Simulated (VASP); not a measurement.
Here is the system:

```yaml
crystal:
  lattice:
    - [0.00000, 2.06672, 2.06672]
    - [2.06672, 0.00000, 2.06672]
    - [2.06672, 2.06672, 0.00000]
  atoms:
    - { symbol: Ag, position: [0.00000, 0.00000, 0.00000] }
```

Level of theory: revTPSS meta-GGA, VASP's PBE PAW potentials (set 64) (plane waves; VASP 6.6.1). Numerical set-up: 520 eV cut-off, 15×15×15 Γ-centred mesh, first-order Methfessel-Paxton smearing of 0.10 eV, potentials Ag.

### Question
Predict the energy per atom (σ→0), pressure, band gap (on the k-mesh) with the smallest direct gap where there is one.

### Answer

- band gap (on the k-mesh): none (metal, semimetal or under 0.01 eV)
- energy per atom (σ→0): 12.935 eV/atom
- pressure: -5.95 GPa

The compound is Ag in the fcc structure. This cell is one point of a volume scan, at 1.06 of the reference volume.
